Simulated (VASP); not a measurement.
Given:

```
CELL_PARAMETERS angstrom
      3.95734    -2.15500     0.00000
      3.95734     2.15500     0.00000
      2.78382     0.00000     3.54329
ATOMIC_POSITIONS crystal
  Sb 0.23350 0.23350 0.23350
  Sb 0.76650 0.76650 0.76650
```

Method: vdW-DF-cx, VASP's PBE PAW potentials (set 64) (plane waves; VASP). Numerical set-up: 520 eV cut-off, 9×9×9 Γ-centred mesh, first-order Methfessel-Paxton smearing of 0.10 eV, potentials Sb.

### Question
The ions, cell shape and volume are relaxed. What does this cell relax into?

### Answer

```
CELL_PARAMETERS angstrom
      3.91848    -2.17080    -0.02248
      3.91848     2.17080    -0.02248
      2.73636     0.00000     3.54679
ATOMIC_POSITIONS crystal
  Sb 0.23567 0.23567 0.23567
  Sb 0.76433 0.76433 0.76433
```
Space group R-3m (166), at a tolerance of 0.03 Å.

### Question
How do energy and volume change from the first to the last step?

### Answer
The energy (σ→0) changes by -3.6 meV/atom and the volume by +0.3 %, in 8 ionic steps.

The compound is Sb in the a7 structure. This run relaxes it. Symmetry was kept, so distortions that lower it aren't found.
